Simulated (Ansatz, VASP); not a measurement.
# SnO (tetragonal SnO monolayer) in two plane-wave programs

One calculation is typed for both programs; each brings its own data sets. How far apart do they land? The cell is taken from a series of runs on this material, whose earlier steps may have relaxed, scaled, displaced or heated it; both programs get it as it stands.

Method: plane waves, with VASP 6.6.1 beside it; single point at RPBE with D3(BJ) and single point at PBE, spin-orbit coupling, in Ansatz 0.2.0.

### Step 1. The starting structure

The cell holds 4 atoms: 2 Sn and 2 O. Cell: a = 3.719 Å, b = 3.719 Å, c = 20.355 Å, α = 90.0°, β = 90.0°, γ = 90.0°. Vacuum lies along c.

Structure file:

```xyz
4
Lattice="3.7189 0.0000 0.0000 0.0000 3.7189 0.0000 0.0000 0.0000 20.3547" Properties=species:S:1:pos:R:3
Sn    1.8595    0.0000    9.0000
Sn    0.0000    1.8595   11.3547
O     0.0000    0.0000   10.1774
O     1.8595    1.8595   10.1774
```

### Step 2. VASP: single point, RPBE with D3(BJ)

A single point gives forces, pressure and levels at one fixed geometry, so differences don't come from the geometry; what else differs is listed under the comparison.

Lines of VASP's logs that name or quote its potential files are left out, and so is its time.

File INCAR:

```
SYSTEM = SnO
PREC = Accurate
ENCUT = 520
EDIFF = 1E-06
NELM = 120
ISMEAR = -1
SIGMA = 0.05
LREAL = .FALSE.
ALGO = Normal
GGA = RP
IVDW = 12
NBANDS = 26
LORBIT = 11
LWAVE = .FALSE.
LCHARG = .FALSE.
ISIF = 2
LDIPOL = .TRUE.
IDIPOL = 3
DIPOL = 0.5 0.5 0.5
LVHAR = .TRUE.
LASPH = .TRUE.
GGA_COMPAT = .FALSE.
EFERMI = MIDGAP
NELMDL = -8
KPAR = 2
```

File POSCAR:

```
SnO
1.0
    3.7189106451      0.0000000000      0.0000000000
    0.0000000000      3.7189106451      0.0000000000
    0.0000000000      0.0000000000     20.3547145438
Sn O
2 2
Direct
    0.5000000000      0.0000000000      0.4421580062
    0.0000000000      0.5000000000      0.5578419938
    0.0000000000      0.0000000000      0.5000000000
    0.5000000000      0.5000000000      0.5000000000
```

File KPOINTS:

```
Automatic mesh
0
Gamma
12 12 1
0 0 0
```

PAW data sets: Sn_d and O (PBE family, release 64).

Command:

```bash
$ mpirun -np 2 vasp_std
```

Numbers of over 12 decimals in the logs are rounded to 6 here.

The program printed:

```text
[banner, memory and clock lines left out]
running    2 mpi-ranks, on    1 nodes
 distrk:  each k-point on    1 cores,    2 groups
 distr:  one band on    1 cores,    1 groups

 POSCAR found type information on POSCAR SnO
 POSCAR found :  2 types and       4 ions
|                                                                             |
|               ----> ADVICE to this user running VASP <----                  |
|                                                                             |
|     You enforced a specific xc type in the INCAR file but a different       |
|     [... a line on the potential file left out ...]
|     I HOPE YOU KNOW WHAT YOU ARE DOING!                                     |
|                                                                             |

 LDA part: xc-table for (Slater+PW92), standard interpolation
 POSCAR, INCAR and KPOINTS ok, starting setup
 FFT: planning ... GRIDC
 FFT: planning ... GRID_SOFT
 FFT: planning ... GRID
 WAVECAR not read
 entering main loop
       N       E                     dE             d eps       ncg     rms          rms(c)
DAV:   1     0.372109079176E+03    0.37211E+03   -0.19135E+04  1632   0.142E+03
DAV:   2     0.389376667829E+02   -0.33317E+03   -0.32518E+03  1762   0.340E+02
DAV:   3    -0.219462882941E+02   -0.60884E+02   -0.60261E+02  1802   0.163E+02
DAV:   4    -0.249968639164E+02   -0.30506E+01   -0.30416E+01  1784   0.408E+01
DAV:   5    -0.250673061481E+02   -0.70442E-01   -0.70362E-01  1882   0.646E+00
DAV:   6    -0.250700897458E+02   -0.27836E-02   -0.27825E-02  1922   0.128E+00
DAV:   7    -0.250702390704E+02   -0.14932E-03   -0.14932E-03  2224   0.261E-01
DAV:   8    -0.250702419852E+02   -0.29148E-05   -0.29147E-05  2000   0.309E-02    0.121E+01
DAV:   9    -0.209324606494E+02    0.41378E+01   -0.20136E+01  2368   0.475E+01    0.463E+00
DAV:  10    -0.210766914911E+02   -0.14423E+00   -0.24383E+00  1572   0.848E+00    0.292E+00
DAV:  11    -0.210687730045E+02    0.79185E-02   -0.54206E-01  2464   0.657E+00    0.110E+00
DAV:  12    -0.210510751531E+02    0.17698E-01   -0.16339E-01  2362   0.408E+00    0.310E-01
DAV:  13    -0.210552007775E+02   -0.41256E-02   -0.19786E-02  2036   0.128E+00    0.263E-01
DAV:  14    -0.210532862863E+02    0.19145E-02   -0.11351E-02  2192   0.110E+00    0.567E-02
[...]
DAV:  18    -0.210536837091E+02   -0.26890E-03   -0.47110E-05  1638   0.781E-02    0.724E-03
DAV:  19    -0.210537461035E+02   -0.62394E-04   -0.60844E-06  1804   0.161E-02    0.398E-03
DAV:  20    -0.210538088044E+02   -0.62701E-04   -0.12442E-05  1514   0.191E-02    0.220E-03
DAV:  21    -0.210538115995E+02   -0.27951E-05   -0.41605E-07  1418   0.470E-03    0.113E-03
DAV:  22    -0.210538168556E+02   -0.52561E-05   -0.39825E-07  1246   0.523E-03    0.909E-04
DAV:  23    -0.210538189985E+02   -0.21429E-05   -0.15294E-07  1324   0.529E-03    0.622E-04
DAV:  24    -0.210538213709E+02   -0.23724E-05   -0.13194E-07  1292   0.232E-03    0.452E-04
DAV:  25    -0.210538217567E+02   -0.38586E-06   -0.27208E-08  1196   0.149E-03
   1 F= -.24212899E+02 E0= -.24212899E+02  d E =-.189459E-13
```

From OUTCAR (step 2):

```text
ion  position               nearest neighbor table
   1  0.500  0.000  0.442-   3 2.20   4 2.20   4 2.20   3 2.20   2 3.53   2 3.53   2 3.53   2 3.53

  LATTYP: Found a simple tetragonal cell.
 ALAT       =     3.7189106451
 C/A-ratio  =     5.4733002447

 Subroutine GETGRP returns: Found 16 space group operations
 (whereof  8 operations were pure point group operations)

The static configuration has the point symmetry D_2d.
 The point group associated with its full space group is D_4h.

 Found     28 irreducible k-points:

   k-points           NKPTS =     28   k-points in BZ     NKDIM =     28   number of bands    NBANDS=     26

   dimension x,y,z NGX =    28 NGY =   28 NGZ =  160
   dimension x,y,z NGXF=    56 NGYF=   56 NGZF=  320

   ENCUT  =  520.0 eV  38.22 Ry    6.18 a.u.   6.91  6.91 37.85*2*pi/ulx,y,z

   NELECT =      40.0000    total number of electrons

 k-points in reciprocal lattice and weights: Automatic mesh
   0.00000000  0.00000000  0.00000000       0.007
   0.08333333  0.00000000  0.00000000       0.028
   0.16666667  0.00000000  0.00000000       0.028
   0.25000000  0.00000000  0.00000000       0.028
   0.33333333  0.00000000  0.00000000       0.028
   0.41666667  0.00000000  0.00000000       0.028
   0.50000000  0.00000000  0.00000000       0.014
   0.08333333  0.08333333  0.00000000       0.028
   0.16666667  0.08333333  0.00000000       0.056
[...]
0.50000000  0.41666667  0.00000000       0.028
   0.50000000  0.50000000  0.00000000       0.007

 dipolmoment           0.000000      0.000000     -0.000000 electrons x Angstroem

 average (electrostatic) potential at core
       1-108.4399       2-108.4399       3 -77.4538       4 -77.4538

 E-fermi :  -0.9680

 k-point     1 :       0.0000    0.0000    0.0000
  band No.  band energies     occupation
    ...
     16      -6.1843      2.00000
     17      -4.8596      2.00000
     18      -4.3486      2.00000
     19      -4.3486      2.00000
     20      -2.6719      2.00000
     21       0.8370      0.00000
     22       0.9731      0.00000
     23       2.7116      0.00000
     24       2.7493      0.00000
     25       3.3460      0.00000
    ...

 k-point     2 :       0.0833    0.0000    0.0000
  band No.  band energies     occupation
    ...
     16      -6.2733      2.00000
     17      -4.9559      2.00000
     18      -4.4158      2.00000
     19      -4.3374      2.00000
     20      -2.6561      2.00000
     21       1.0035      0.00000
     22       1.1178      0.00000
     23       2.7983      0.00000
     24       2.8076      0.00000
     25       3.0286      0.00000
    ...

 k-point     3 :       0.1667    0.0000    0.0000
  band No.  band energies     occupation
    ...
     16      -6.5777      2.00000
     17      -5.1449      2.00000
     18      -4.6091      2.00000
     19      -4.3023      2.00000
     20      -2.6174      2.00000
     21       1.4373      0.00000
     22       1.4833      0.00000
     23       2.3013      0.00000
     24       3.0628      0.00000
     25       3.1169      0.00000
    ...

 Edisp (eV)   -3.15908

  Total       0.10545     0.10545     0.17979     0.00000     0.00000     0.00000
  in kB       0.60017     0.60017     1.02322     0.00000     0.00000     0.00000
  external pressure =        0.74 kB  Pullay stress =        0.00 kB

  energy-cutoff  :      520.00
  volume of cell :      281.51
      direct lattice vectors                 reciprocal lattice vectors
     3.718910645  0.000000000  0.000000000     0.268895947  0.000000000  0.000000000
     0.000000000  3.718910645  0.000000000     0.000000000  0.268895947  0.000000000
     0.000000000  0.000000000 20.354714544     0.000000000  0.000000000  0.049128667

 POSITION                                       TOTAL-FORCE (eV/Angst)
 -----------------------------------------------------------------------------------
      1.85946      0.00000      9.00000        -0.000000      0.000000     -0.105891
      0.00000      1.85946     11.35471         0.000000      0.000000      0.105891
      0.00000      0.00000     10.17736        -0.000000      0.000000      0.000000
      1.85946      1.85946     10.17736        -0.000000     -0.000000      0.000000
 -----------------------------------------------------------------------------------
    total drift:                                0.000000      0.000000      0.000000

  FREE ENERGIE OF THE ION-ELECTRON SYSTEM (eV)
  ---------------------------------------------------
  free  energy   TOTEN  =       -24.2128989639 eV

  energy  without entropy=      -24.2128989639  energy(sigma->0) =      -24.21289896

 vacuum level on the upper side and lower side of the slab         2.894         2.894

 total charge
# of ion       s       p       d       tot
------------------------------------------
    1        1.274   0.813  10.074  12.162
    2        1.274   0.813  10.074  12.162
    3        1.582   3.476   0.000   5.058
    4        1.582   3.476   0.000   5.058
--------------------------------------------------
tot          5.712   8.579  20.148  34.439

[... 3 further parts left out ...]
```

### Step 3. Ansatz: single point, RPBE with D3(BJ)

Ansatz runs on its default PAW (the set named soft_2) files.

The same cell, functional, mesh and smearing now go to Ansatz, which takes its cutoff from its data sets.

File input.yaml:

```yaml
crystal:
  lattice:
    - [3.7189106451, 0.0, 0.0]
    - [0.0, 3.7189106451, 0.0]
    - [0.0, 0.0, 20.3547145438]
  atoms:
    - { symbol: Sn, position: [0.5, 0.0, 0.4421580062] }
    - { symbol: O, position: [0.0, 0.0, 0.5] }
    - { symbol: O, position: [0.5, 0.5, 0.5] }
    - { symbol: Sn, position: [0.0, 0.5, 0.5578419938] }
kpoints:
  mp_grid: { grid: [12, 12, 1] }
  band_path:
    path: [[0, 0, 0], [0.5, 0, 0], [0.5, 0.5, 0], [0, 0, 0]]
    npoints: 16
hamiltonian:
  xc: rpbe
  dispersion: d3bj
scf:
  occupations: { method: fermi_dirac, width: 0.05 }
  convergence: { dr2_threshold: 1.0e-10 }
efield:
  axis: 3
  dipole_correction: true
  ramp_position: 0.97
  ramp_width: 0.06
  amplitude: 0
output:
  dos: { projected: true, e_range: [-6, 5] }
  bader: true
  write_potential: true
  write_density: true
  volumetric_format: npy
  elf: true
```

Command:

```bash
$ ansatz run input.yaml --threads 2 --pin off --max-ram 3072MiB --backend cpu --events-out ev --progress --plain --runs-dir out
```

The program printed:

```text
Engine: ansatz 0.2.0, aarch64-unknown-linux-gnu
Pseudopotentials: kind: paw
Pseudopotential: Sn, paw, valence charge 14, recommended cutoff 420 eV (normal), Sn.paw.azcp
Pseudopotential: O, paw, valence charge 6, recommended cutoff 420 eV (normal), O.paw.azcp
Functional definition: RPBE
  parameter kappa = 0.804
  parameter beta = 0.066725
  exchange = rpbe_x(kappa = kappa, mu = beta*pi^2/3)
  correlation = pbe_c(beta = beta)
Crystal: 4 atoms, lattice volume = 281.512 Å³
Basis set: ecut = 420 eV, 5493 PW (Γ)
Bands: 24, of which v1, the nominal top of the filled ones, is band 20 counted from 1 (19 counted from 0)
Symmetry: 8 space group operations
k-points: 28 of 144
Non-local potential: Sn, projectors of the file, l = 0: 2, l = 1: 2, l = 2: 2, l = 3: 2
Non-local potential: O, projectors of the file, l = 0: 2, l = 1: 2, l = 2: 1
PAW form: soft (Blöchl's): semilocal exchange-correlation on the pseudo side does not see the compensation charge
PAW frozen core: Sn, regenerated for the run's functional, and the local potential with it (the file was generated under x = pbe(κ = 0.804, μ = 0.219515), c = pbe(β = 0.066725))
PAW frozen core: O, regenerated for the run's functional, and the local potential with it (the file was generated under x = pbe(κ = 0.804, μ = 0.219515), c = pbe(β = 0.066725))
PAW one-centre angular grid: Sn, 590 points (default); XC on 64 Gauss nodes
PAW one-centre angular grid: O, 110 points (default); XC on 64 Gauss nodes
Initial density: superposition of atomic densities (neutral atoms: chi_scale 0, normalization atom), corrected by the library's trained network
Initial wavefunctions: pseudopotential atomic-orbital guess
Functional: x = rpbe, c = pbe(β = 0.066725)
SCF iter   1: F=—  HF=-13206.986170 eV  |F-HF|=—  |Δ(HF+E_count)|=         —  Δρ=1.75e-3  dr2=1.15e-2  ethr=1.77e-3  p=0.000 e·Å  D=1.43e-14 V/Å  ΔV_dip=-0.00 eV  dr2_dipole=8.90e-9  V_vac-E_F(+/−)=3.72/3.72 eV  ⟨swp⟩=7.4  Hψ=3294  notcnv=0
efield: sawtooth ramp at fractional position 0.9700 (set: `efield.ramp_position`, or a place that a band, a saddle search or an elastic batch's reference lends), width 0.0600; the density the first Hamiltonian is built on has a dipole p = 0.000 e·Å; the dipole correction subtracts the counter field D = 1.43e-14 V/Å, which shifts the + side's vacuum level by -0.00 eV against the − side's; the planar-averaged density in the ramp window peaks in size at 2.0e-5 e/Å³
preconditioner: auto → Resta (q_TF=auto, 1.971 Å⁻¹)  ε∞=1.6  [insulator: Δε(μ)=3.198 eV  Ē_g=17.882 eV  σ=0.050 eV  W_gap=1.00  n_scr=40 (ndim 8)  ℏωp=14.0 eV  f_vac=0.694  D(μ)=0.00/eV (n_scr^D=0)  ε∞_Penn≈1.6  vacuum switching on, ρ_ref=2.3e-2 e/Å³]
SCF iter   2: F=—  HF=-13206.989218 eV  |F-HF|=—  |Δ(HF+E_count)|=   3.05e-3  Δρ=9.42e-4  dr2=3.10e-3  ethr=2.88e-5  p=0.000 e·Å  D=3.55e-5 V/Å  ΔV_dip=-0.00 eV  dr2_dipole=2.28e-8  V_vac-E_F(+/−)=3.82/3.82 eV  ⟨swp⟩=2.9  Hψ=1623  notcnv=0
SCF iter   3: F=—  HF=-13206.990888 eV  |F-HF|=—  |Δ(HF+E_count)|=   1.67e-3  Δρ=7.93e-4  dr2=1.43e-3  ethr=7.74e-6  p=-0.000 e·Å  D=-2.82e-5 V/Å  ΔV_dip=0.00 eV  dr2_dipole=1.36e-8  V_vac-E_F(+/−)=3.81/3.81 eV  ⟨swp⟩=2.4  Hψ=1122  notcnv=0
SCF iter   4: F=—  HF=-13206.991351 eV  |F-HF|=—  |Δ(HF+E_count)|=   4.63e-4  Δρ=1.25e-4  dr2=5.91e-5  ethr=3.58e-6  p=-0.000 e·Å  D=-2.79e-6 V/Å  ΔV_dip=0.00 eV  dr2_dipole=1.32e-10  V_vac-E_F(+/−)=3.84/3.84 eV  ⟨swp⟩=2.2  Hψ=976  notcnv=0
SCF iter   5: F=—  HF=-13206.991489 eV  |F-HF|=—  |Δ(HF+E_count)|=   1.38e-4  Δρ=4.02e-5  dr2=5.56e-6  ethr=1.48e-7  p=0.000 e·Å  D=5.74e-6 V/Å  ΔV_dip=-0.00 eV  dr2_dipole=5.90e-10  V_vac-E_F(+/−)=3.84/3.84 eV  ⟨swp⟩=2.5  Hψ=1156  notcnv=0
SCF iter   6: F=—  HF=-13206.991501 eV  |F-HF|=—  |Δ(HF+E_count)|=   1.28e-5  Δρ=7.15e-6  dr2=1.77e-7  ethr=1.39e-8  p=-0.000 e·Å  D=-1.48e-5 V/Å  ΔV_dip=0.00 eV  dr2_dipole=3.71e-9  V_vac-E_F(+/−)=3.84/3.84 eV  ⟨swp⟩=2.6  Hψ=1184  notcnv=0
SCF iter   7: F=—  HF=-13206.991428 eV  |F-HF|=—  |Δ(HF+E_count)|=   7.32e-5  Δρ=2.07e-6  dr2=6.36e-8  ethr=4.42e-10  p=0.000 e·Å  D=3.18e-5 V/Å  ΔV_dip=-0.00 eV  dr2_dipole=1.77e-8  V_vac-E_F(+/−)=3.84/3.84 eV  ⟨swp⟩=3.2  Hψ=1388  notcnv=0
SCF iter   8: F=—  HF=-13206.991428 eV  |F-HF|=—  |Δ(HF+E_count)|=   7.41e-9  Δρ=1.07e-6  dr2=5.14e-9  ethr=1.59e-10  p=-0.000 e·Å  D=-6.96e-6 V/Å  ΔV_dip=0.00 eV  dr2_dipole=8.83e-10  V_vac-E_F(+/−)=3.84/3.84 eV  ⟨swp⟩=3.0  Hψ=1288  notcnv=0
SCF iter   9: F=—  HF=-13206.991428 eV  |F-HF|=—  |Δ(HF+E_count)|=   9.02e-9  Δρ=2.28e-7  dr2=1.13e-10  ethr=1.29e-11  p=-0.000 e·Å  D=-5.69e-7 V/Å  ΔV_dip=0.00 eV  dr2_dipole=5.40e-12  V_vac-E_F(+/−)=3.84/3.84 eV  ⟨swp⟩=2.8  Hψ=1289  notcnv=0
SCF iter  10: F=-13206.991428 eV  HF=-13206.991428 eV  |F-HF|=7.28e-12  |Δ(HF+E_count)|=  3.40e-10  Δρ=5.27e-8  dr2=6.92e-12  ethr=1.00e-12  p=-0.000 e·Å  D=-7.49e-8 V/Å  ΔV_dip=0.00 eV  dr2_dipole=1.06e-13  V_vac-E_F(+/−)=3.84/3.84 eV  ⟨swp⟩=6.0  Hψ=2128  notcnv=0
SCF 1 converged in 10 iterations: F = -13206.991428 eV  dr2 = 6.92e-12
  greatest PAW one-centre occupation: 0.993 electrons in one spin orbital (limit 2), on the Sn atom at site 0 (counted from 0), in its partial waves of l = 2
NSCF: frozen V_eff on 49 k-points
efield: sawtooth ramp at fractional position 0.9700 (kept from the solve that this one continues, or follows in the run), width 0.0600; the density the first Hamiltonian is built on has a dipole p = -0.000 e·Å; the dipole correction subtracts the counter field D = -7.49e-8 V/Å, which shifts the + side's vacuum level by +0.00 eV against the − side's; the planar-averaged density in the ramp window peaks in size at 2.5e-6 e/Å³
WARN: The output density's exchange-correlation potential varies sharply where the density is thin. Do not read a vacuum level from v_tot or v_xc, or from such a field of the output density. On a cell that repeats whose density bears no net charge and no dipole along the vacuum's axis use v_es (v_loc + v_h of the components); under efield.dipole_correction with no amplitude use v_es + v_field, which holds any externa [...]
SCF converged after 10 iterations
Free energy (F): -13206.991428 eV
Harris-Foulkes:  -13206.991428 eV  (|F-HF|=7.28e-12)
Internal energy: -13206.991428 eV  (E = F + TS)
E sigma→0 (E₀):  -13206.991428 eV
Fermi energy:    -0.248119 eV
Dipole field:    D = 0.000000 V/Å  (p = 0.000000 e·Å, saw-weighted, corrected)
Work function:   Φ+ = 3.8401 eV   Φ− = 3.8401 eV
Levels:          The Fermi level and band energies are counted from a zero that moves with the ramp; work functions are not
--- Per-component energies (eV) ---
  E_band       = -605.497019
  E_kinetic    = 726.925373
  E_local      = -26066.629308  (includes V_loc(G=0)·N_el)
  E_nonlocal   = 29.194545
  E_hartree    = 12933.004955
  E_xc         = -915.499856
  E_vxc        = -380.056997  (∫ρ·V_xc dr)
  E_paw        = -8608.077002  (= ΣΔE_a)
  E_vpaw       = -780.945513  (= ΣTr[D̂ρ^β])
  E_aug_tail   = 0.004831  (compensation charges beyond the density's cutoff)
  E_efield     = 0.000000  (sawtooth field / dipole correction)
  E_vefield    = 0.000000  (∫n·V_field dr)
  E_ewald      = 8697.233390
  E_disp       = -3.159109  (pairwise vdW)
  E_core_change = 0.010752  (= ΣΔE_core)
  E_smearing   = -0.000000  (= −TS)
  E_closure    = 0.000000  (closes the sum)
  Σ components = -13206.991428   (vs F -13206.991428, Δ=0.00e0)
--- Band table (eV; the first three rows and the last of 28) ---
  k-point 0: bands = [... 16 lower, -4.1415, -3.6266, -3.6266, -1.9790, 1.5637, 1.7295, 3.4084, 3.4410]
  k-point 1: bands = [... 16 lower, -4.2385, -3.6935, -3.6185, -1.9634, 1.7290, 1.8718, 3.4960, 3.5015]
  k-point 2: bands = [... 16 lower, -4.4289, -3.8862, -3.5912, -1.9254, 2.1599, 2.2287, 3.0060, 3.7632]
  k-point 27: bands = [... 16 lower, -2.9549, -2.9549, -2.3999, -2.3999, 1.4059, 1.4059, 3.5383, 3.5383]
--- Bader charges: 4 sites ---
  site symbol  charge [e]  shift [e]
     0     Sn      1.2964     0.0036
     1      O     -1.2964     0.0036
     2      O     -1.2963     0.0036
     3     Sn      1.2964     0.0036
  estimated error of the sums over rays = 3.8e-4 e
```

The column dr2 measures how far the density is from self-consistency, as an energy; F and HF (Harris–Foulkes) agree once it is small.

### Step 4. Comparison

Known differences besides the potentials themselves: the cutoff is 420 eV in Ansatz and 520 eV in VASP; Ansatz makes its cores anew for this functional, VASP keeps those of its PBE data sets. Total energies have different zeros and are not compared.

Both answers:

```
              quantity  Ansatz   VASP  difference
gap on the k mesh (eV)   3.201  3.187      +0.014
```

A gap on the mesh is an upper bound, since the band edges may lie between its points. With vacuum in the cell, a pressure given here is an average over mostly empty space and none of the material.

(Continued in part 2 of 2.)

[Lines on the potential files, build, host, timing and source positions are cut from VASP's logs without a mark.]

[Logs are printed without paths, hosts, clocks, repeated set-up lines and the standing remarks that a program may print on its own settings, such as how far it seeks lower states.]

[Hosts, paths, dates, database ids (printed as entryN), source tags and the programs' standing remarks are cut or masked in the printed files.]
